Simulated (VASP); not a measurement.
Calculation: PBE GGA, VASP's PBE PAW potentials (set 64) (plane waves; VASP).

A VASP calculation is set up with these files.

INCAR:
```
# general
SYSTEM =Bi
PREC   =Accurate
ENCUT  =520
LREAL  =.False.
LASPH  =.True.

# electronic loop
EDIFF  =1E-6
NELM   =100
ALGO   =Normal
LMAXMIX=4

# smearing
ISMEAR =1
SIGMA  =0.1

# functional
GGA    =PE

# ions
IBRION =2
NSW    =60
ISIF   =3
EDIFFG =-0.01

# output
LWAVE  =.False.
LCHARG =.False.
```

### KPOINTS
```
kpoints
0
gamma
  9 9 9
0 0 0
```

File POSCAR:
```
Bi
1
    4.2442664916    -2.2922064677     0.0155952768
    4.2442664916     2.2922064677     0.0155952768
    2.9924668404     0.0000000000     3.7833046263
Bi
2
Direct
  0.2340680375   0.2340680375   0.2340680375
  0.7659319625   0.7659319625   0.7659319625
```

POTCAR, in this order: Bi_d (PBE.64 set). Program: vasp_std.

Output of the run:

OSZICAR:
```
       N       E                     dE             d eps       ncg     rms          rms(c)
DAV:   1     0.293501547653E+03    0.29350E+03   -0.16648E+04  3230   0.187E+03
DAV:   2     0.159953077946E+02   -0.27751E+03   -0.27339E+03  3248   0.453E+02
DAV:   3    -0.696992065297E+01   -0.22965E+02   -0.22580E+02  3789   0.154E+02
DAV:   4    -0.774171881458E+01   -0.77180E+00   -0.76989E+00  3564   0.309E+01
DAV:   5    -0.778137665777E+01   -0.39658E-01   -0.39646E-01  4360   0.632E+00    0.103E+00
DAV:   6    -0.778012147584E+01    0.12552E-02   -0.21294E-02  3944   0.161E+00    0.627E-01
DAV:   7    -0.778069218124E+01   -0.57071E-03   -0.13434E-02  3517   0.143E+00    0.111E-01
DAV:   8    -0.778090194373E+01   -0.20976E-03   -0.16730E-03  3488   0.494E-01    0.247E-02
DAV:   9    -0.778092793741E+01   -0.25994E-04   -0.68243E-05  4378   0.715E-02    0.113E-02
DAV:  10    -0.778092677482E+01    0.11626E-05   -0.89376E-06  2705   0.274E-02    0.170E-03
DAV:  11    -0.778092728774E+01   -0.51291E-06   -0.74036E-07  2139   0.911E-03
   1 F= -.77809273E+01 E0= -.77809637E+01  d E =-.778093E+01
```

**OUTCAR**
```
------------------------ aborting loop because EDIFF is reached ----------------------------------------
  FORCE on cell =-STRESS in cart. coord.  units (eV):
  Direction    XX          YY          ZZ          XY          YZ          ZX
  --------------------------------------------------------------------------------------
  Total       -0.0140790      0.0067318      0.0044346      0.0000000      0.0000000     -0.0069143
  in kB       -0.3073187      0.1469430      0.0967989      0.0000000      0.0000000     -0.1509258
  external PRESSURE =      -0.0211923 kB  Pullay stress =       0.0000000 kB
  volume of cell :       73.40
      direct lattice vectors                 reciprocal lattice vectors
     4.244266492 -2.292206468  0.015595277     0.118149370 -0.218130438 -0.093452182
     4.244266492  2.292206468  0.015595277     0.118149370  0.218130438 -0.093452182
     2.992466840  0.000000000  3.783304626    -0.000974054  0.000000000  0.265089630
 POSITION                                       TOTAL-FORCE (eV/Angst)
 -----------------------------------------------------------------------------------
      2.68734      0.00000      0.89285        -0.009186      0.000000     -0.003052
      8.79366      0.00000      2.92164         0.009186      0.000000      0.003052
 -----------------------------------------------------------------------------------
    total drift:                                0.000000      0.000000     -0.000000
  FREE ENERGIE OF THE ION-ELECTRON SYSTEM (eV)
  ---------------------------------------------------
  free  energy   TOTEN  =        -7.7809272877 eV

  energy  without entropy=       -7.7810365883  energy(sigma->0) =       -7.78096372

 reached required accuracy - stopping structural energy minimisation
```
(Selected blocks of OUTCAR.)

The compound is Bi in the a7 structure. It was relaxed first. The start is the result of an earlier pass.
